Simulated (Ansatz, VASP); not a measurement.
## SiGeO4 in VASP and in Ansatz

Contents of INCAR:

```
PREC = Accurate ; ENCUT = 520
EDIFF = 1E-6 ; ISMEAR = 0
SIGMA = 0.1 ; LREAL = False
LASPH = True ; NELM = 80
ALGO = Normal ; ISIF = 2
LWAVE = False ; LCHARG = True
GGA = PE ; LELF = True
LVHAR = True ; NBANDS = 54
```

Contents of KPOINTS:

```
Automatic mesh
0
Gamma
  3 3 2
```

File POSCAR:

```
SiGeO4
1.0
    5.4661037708      0.0000000000      0.0000000000
   -2.7330518854      4.7337847253      0.0000000000
    0.0000000000      0.0000000000      8.9224256000
Si Ge O
2 2 8
Direct
    0.3333333333      0.6666666667      0.9375280000
    0.6666666667      0.3333333333      0.4375280000
    0.6666666667      0.3333333333      0.0624100000
    0.3333333333      0.6666666667      0.5624100000
    0.0114250000      0.5057125000      0.9978940000
    0.4942875000      0.5057125000      0.9978940000
    0.4942875000      0.9885750000      0.9978940000
    0.3333333333      0.6666666667      0.7563810000
    0.6666666667      0.3333333333      0.2563810000
    0.5057125000      0.0114250000      0.4978940000
    0.5057125000      0.4942875000      0.4978940000
    0.9885750000      0.4942875000      0.4978940000
```

Input for Ansatz:

```yaml
crystal:
  lattice:
    - [5.4661037708, 0.0, 0.0]
    - [-2.7330518854, 4.7337847253, 0.0]
    - [0.0, 0.0, 8.9224256]
  atoms:
    - { symbol: Si, position: [0.3333333333, 0.6666666667, 0.937528] }
    - { symbol: Si, position: [0.6666666667, 0.3333333333, 0.437528] }
    - { symbol: Ge, position: [0.6666666667, 0.3333333333, 0.06241] }
    - { symbol: Ge, position: [0.3333333333, 0.6666666667, 0.56241] }
    - { symbol: O, position: [0.011425, 0.5057125, 0.997894] }
    - { symbol: O, position: [0.4942875, 0.5057125, 0.997894] }
    - { symbol: O, position: [0.4942875, 0.988575, 0.997894] }
    - { symbol: O, position: [0.3333333333, 0.6666666667, 0.756381] }
    - { symbol: O, position: [0.6666666667, 0.3333333333, 0.256381] }
    - { symbol: O, position: [0.5057125, 0.011425, 0.497894] }
    - { symbol: O, position: [0.5057125, 0.4942875, 0.497894] }
    - { symbol: O, position: [0.988575, 0.4942875, 0.497894] }
basis:
  ecutwfc: 420
kpoints:
  mp_grid: { grid: [3, 3, 2] }
hamiltonian:
  xc: pbe
scf:
  occupations: { method: gaussian, width: 0.1 }
  lower_state_search: "off"
output:
  forces: true
  stress: true
  eigenvalues: true
```

Alike in both runs: task single point; functional PBE; k mesh 3 × 3 × 2; occupations gaussian, width 0.1 eV; no spin polarisation.

```csv
,VASP,Ansatz
version,VASP 6.6.1,Ansatz 0.2.0
potentials or method,"VASP PAW PBE potentials, release 64 (Si, Ge_d, O)","scalar-relativistic, plane waves, PAW"
plane-wave cutoff (eV),520,420
valence electrons in the cell,84,84
```

Ansatz gave:

```
gap on the k mesh at the Fermi level (eV) : 4.04
least direct gap on the mesh (eV)         : 4.04
pressure (GPa)                            : 0.0
rms of the force components (eV/Å)        : 0.001
```

Task: Estimate VASP's values.

Result: gap on the k mesh at the Fermi level (eV): 4.03; least direct gap on the mesh (eV): 4.03; pressure (GPa): -0.3; rms of the force components (eV/Å): 0.047.

Atom by atom the forces differ by 0.047 eV/Å (rms over components). With one functional, cell and mesh, what is left measures potentials, basis and numerics.

Caveats: the k mesh is coarse (spacing up to 0.44 Å⁻¹), so the values aren't converged.
